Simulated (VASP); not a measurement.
All values below come from PBE GGA, VASP's PBE PAW potentials (set 64) (plane waves; VASP 6.6.1).

A VASP calculation is set up with these files.

POSCAR:
```
SrO
3.6486710
  0.0000000000   0.7071067794   0.7071067794
  0.7071067794   0.0000000000   0.7071067794
  0.7071067794   0.7071067794   0.0000000000
Sr O
1 1
direct
  0.0000000000   0.0000000000   0.0000000000
  0.5000000000   0.5000000000   0.5000000000
```

**INCAR**
```
SYSTEM=SrO
PREC=Accurate; ENCUT=520; LREAL=.False.
LASPH=.True.
EDIFF=1E-6; NELM=100; ALGO=Normal
LMAXMIX=4
ISMEAR=0; SIGMA=0.05
GGA=PE
ISIF=2
LWAVE=.False.; LCHARG=.False.
```

KPOINTS:
```
Automatic mesh
0
G
5 5 5
```

POTCAR, in this order: Sr_sv O (PBE.64 set). Program: vasp_std.

Output

**OSZICAR**
```
       N       E                     dE             d eps       ncg     rms          rms(c)
DAV:   1     0.819460251811E+02    0.81946E+02   -0.88436E+03   240   0.132E+03
DAV:   2    -0.103630850503E+02   -0.92309E+02   -0.86386E+02   336   0.257E+02
DAV:   3    -0.141373241625E+02   -0.37742E+01   -0.37552E+01   316   0.509E+01
DAV:   4    -0.142477850792E+02   -0.11046E+00   -0.11041E+00   336   0.790E+00
DAV:   5    -0.142491278616E+02   -0.13428E-02   -0.13427E-02   316   0.741E-01    0.165E+01
DAV:   6    -0.121659968015E+02    0.20831E+01   -0.10577E+01   280   0.242E+01    0.197E+01
DAV:   7    -0.120536517662E+02    0.11235E+00   -0.58340E-01   292   0.680E+00    0.113E+01
DAV:   8    -0.120461680989E+02    0.74837E-02   -0.13897E-01   256   0.416E+00    0.772E-01
DAV:   9    -0.120466355524E+02   -0.46745E-03   -0.13817E-02   340   0.988E-01    0.217E-01
DAV:  10    -0.120473021693E+02   -0.66662E-03   -0.11042E-03   260   0.336E-01    0.562E-02
DAV:  11    -0.120474197314E+02   -0.11756E-03   -0.20002E-04   280   0.124E-01    0.445E-02
DAV:  12    -0.120474366289E+02   -0.16898E-04   -0.26694E-05   256   0.519E-02    0.269E-02
DAV:  13    -0.120474352039E+02    0.14250E-05   -0.43544E-06   312   0.242E-02    0.285E-03
DAV:  14    -0.120474349777E+02    0.22612E-06   -0.42429E-07   148   0.659E-03
   1 F= -.12047435E+02 E0= -.12047435E+02  d E =-.391515E-11
```

### OUTCAR
```
------------------------ aborting loop because EDIFF is reached ----------------------------------------
  FORCE on cell =-STRESS in cart. coord.  units (eV):
  Direction    XX          YY          ZZ          XY          YZ          ZX
  --------------------------------------------------------------------------------------
  Total        0.5046656      0.5046656      0.5046656     -0.0000000     -0.0000000      0.0000000
  in kB       23.5410152     23.5410152     23.5410152     -0.0000000     -0.0000000      0.0000000
  external PRESSURE =      23.5410152 kB  Pullay stress =       0.0000000 kB
  volume of cell :       34.35
      direct lattice vectors                 reciprocal lattice vectors
     0.000000000  2.580000000  2.580000000    -0.193798450  0.193798450  0.193798450
     2.580000000  0.000000000  2.580000000     0.193798450 -0.193798450  0.193798450
     2.580000000  2.580000000  0.000000000     0.193798450  0.193798450 -0.193798450
  FREE ENERGIE OF THE ION-ELECTRON SYSTEM (eV)
  ---------------------------------------------------
  free  energy   TOTEN  =       -12.0474349777 eV

  energy  without entropy=      -12.0474349777  energy(sigma->0) =      -12.04743498
```
(Selected blocks of OUTCAR.)

The compound is SrO in the rock salt structure. The cell was not relaxed at this level. The k-mesh is coarse (spacing up to 0.42 per Å, 2π included), so the numbers may not be converged in it. The run is one of a series of settings (KPOINTS 5×5×5 Γ-centred mesh against the base run), some of them coarse on purpose.
